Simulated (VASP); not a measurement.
All values below come from PBEsol GGA, VASP's PBE PAW potentials (set 64) (plane waves; VASP).

Input for VASP

### INCAR
```
SYSTEM=CeO2
PREC=Accurate; ENCUT=520; LREAL=.FALSE.
LASPH=.TRUE.
EDIFF=1E-7; NELM=100; ALGO=Normal
LMAXMIX=6
ISMEAR=0; SIGMA=0.05
GGA=PS
ISIF=2
LWAVE=.FALSE.; LCHARG=.FALSE.
```

KPOINTS:
```
Automatic mesh
0
Gamma
7 7 7
0 0 0
```

### POSCAR
```
CeO2
1.0
  0.0000000000   2.6713928694   2.6713928694
  2.6713928694   0.0000000000   2.6713928694
  2.6713928694   2.6713928694   0.0000000000
Ce O
1 2
Cart
  0.0000000000   0.0000000000   0.0000000000
  1.3356964347   1.3356964347   1.3356964347
  4.0070893041   4.0070893041   4.0070893041
```

POTCAR, in this order: Ce O (PBE.64 set). Program: vasp_std.

The run wrote:

### OSZICAR
```
       N       E                     dE             d eps       ncg     rms          rms(c)
DAV:   1     0.228438413602E+03    0.22844E+03   -0.11789E+04   640   0.203E+03
DAV:   2     0.810503886174E+01   -0.22033E+03   -0.20992E+03   960   0.313E+02
DAV:   3    -0.307779068835E+02   -0.38883E+02   -0.34129E+02   856   0.147E+02
DAV:   4    -0.325244141012E+02   -0.17465E+01   -0.17463E+01   960   0.339E+01
DAV:   5    -0.326112959572E+02   -0.86882E-01   -0.86876E-01  1048   0.659E+00    0.354E+01
DAV:   6    -0.297644500357E+02    0.28468E+01   -0.75622E+01   936   0.586E+01    0.187E+01
DAV:   7    -0.290880336707E+02    0.67642E+00   -0.11425E+02   952   0.113E+02    0.236E+01
DAV:   8    -0.281354694068E+02    0.95256E+00   -0.27156E+00   840   0.190E+01    0.122E+01
DAV:   9    -0.275226115063E+02    0.61286E+00   -0.53404E+00   976   0.197E+01    0.162E+00
DAV:  10    -0.275217006437E+02    0.91086E-03   -0.19976E-01  1096   0.344E+00    0.101E+00
DAV:  11    -0.275272943155E+02   -0.55937E-02   -0.20932E-02   920   0.124E+00    0.145E+00
DAV:  12    -0.275238139855E+02    0.34803E-02   -0.20748E-01   936   0.362E+00    0.113E+00
DAV:  13    -0.275192388934E+02    0.45751E-02   -0.41514E-02   984   0.200E+00    0.312E-01
DAV:  14    -0.275193369890E+02   -0.98096E-04   -0.13052E-03  1040   0.257E-01    0.253E-01
DAV:  15    -0.275193264776E+02    0.10511E-04   -0.35014E-04   880   0.198E-01    0.718E-02
DAV:  16    -0.275193303732E+02   -0.38956E-05   -0.17648E-04   976   0.121E-01    0.569E-02
DAV:  17    -0.275193238310E+02    0.65423E-05   -0.20270E-05   928   0.471E-02    0.219E-02
DAV:  18    -0.275193220313E+02    0.17997E-05   -0.17721E-05   928   0.338E-02    0.275E-03
DAV:  19    -0.275193218379E+02    0.19337E-06   -0.57427E-07   704   0.691E-03    0.200E-03
DAV:  20    -0.275193218338E+02    0.40695E-08   -0.72433E-08   496   0.343E-03
   1 F= -.27519322E+02 E0= -.27519322E+02  d E =-.253667E-20
```

OUTCAR:
```
------------------------ aborting loop because EDIFF is reached ----------------------------------------
  FORCE on cell =-STRESS in cart. coord.  units (eV):
  Direction    XX          YY          ZZ          XY          YZ          ZX
  --------------------------------------------------------------------------------------
  Total        1.5077604      1.5077604      1.5077604     -0.0000000     -0.0000000      0.0000000
  in kB       63.3577319     63.3577319     63.3577319     -0.0000000     -0.0000000      0.0000000
  external PRESSURE =      63.3577319 kB  Pullay stress =       0.0000000 kB
  volume of cell :       38.13
      direct lattice vectors                 reciprocal lattice vectors
     0.000000000  2.671392869  2.671392869    -0.187168277  0.187168277  0.187168277
     2.671392869  0.000000000  2.671392869     0.187168277 -0.187168277  0.187168277
     2.671392869  2.671392869  0.000000000     0.187168277  0.187168277 -0.187168277
 POSITION                                       TOTAL-FORCE (eV/Angst)
 -----------------------------------------------------------------------------------
      0.00000      0.00000      0.00000        -0.000000     -0.000000      0.000000
      1.33570      1.33570      1.33570        -0.000000      0.000000     -0.000000
      4.00709      4.00709      4.00709         0.000000      0.000000      0.000000
 -----------------------------------------------------------------------------------
    total drift:                                0.000000      0.000000      0.000000
  FREE ENERGIE OF THE ION-ELECTRON SYSTEM (eV)
  ---------------------------------------------------
  free  energy   TOTEN  =       -27.5193218338 eV

  energy  without entropy=      -27.5193218338  energy(sigma->0) =      -27.51932183
```
(Selected blocks of OUTCAR.)

**OUTCAR**
```
 val. band max:        5.6316526289   @ k =  -0.2857   0.2857   0.0000

 cond. band min:       7.7171215306   @ k =  -0.4286   0.1429   0.0000


 Fermi energy:         5.9498605538

 k-point     1 :       0.0000    0.0000    0.0000
  band No.  band energies     occupation
      1     -26.7355      2.00000
      2     -10.7248      2.00000
      3      -9.7603      2.00000
      4      -8.8291      2.00000
      5      -8.8291      2.00000
      6      -8.8291      2.00000
      7       1.4521      2.00000
      8       1.4521      2.00000
      9       1.4521      2.00000
     10       4.9225      2.00000
     11       4.9225      2.00000
     12       4.9225      2.00000
     13       8.0502      0.00000
     14       8.0502      0.00000
     15       8.0502      0.00000
     16       8.3551      0.00000

 k-point     2 :       0.1429    0.0000    0.0000
  band No.  band energies     occupation
      1     -26.6888      2.00000
      2     -11.4228      2.00000
      3      -9.9393      2.00000
      4      -8.8862      2.00000
      5      -8.8862      2.00000
      6      -8.1128      2.00000
      7       1.6512      2.00000
      8       1.6512      2.00000
      9       2.0103      2.00000
     10       4.7397      2.00000
     11       4.8473      2.00000
     12       4.8473      2.00000
     13       8.0255      0.00000
     14       8.0255      0.00000
     15       8.0522      0.00000
     16       8.3794      0.00000

 k-point     3 :       0.2857    0.0000    0.0000
  band No.  band energies     occupation
      1     -26.5806      2.00000
      2     -12.3968      2.00000
      3     -10.3282      2.00000
      4      -9.0092      2.00000
      5      -9.0092      2.00000
      6      -7.0351      2.00000
      7       2.0662      2.00000
      8       2.0662      2.00000
      9       3.2084      2.00000
     10       4.4816      2.00000
     11       4.7459      2.00000
     12       4.7459      2.00000
     13       7.9566      0.00000
...
```

The compound is CeO2 in the fluorite structure. This cell is one point of a volume scan, at 0.97 of the reference volume. The run is not spin-polarised, so no magnetic state was tried.
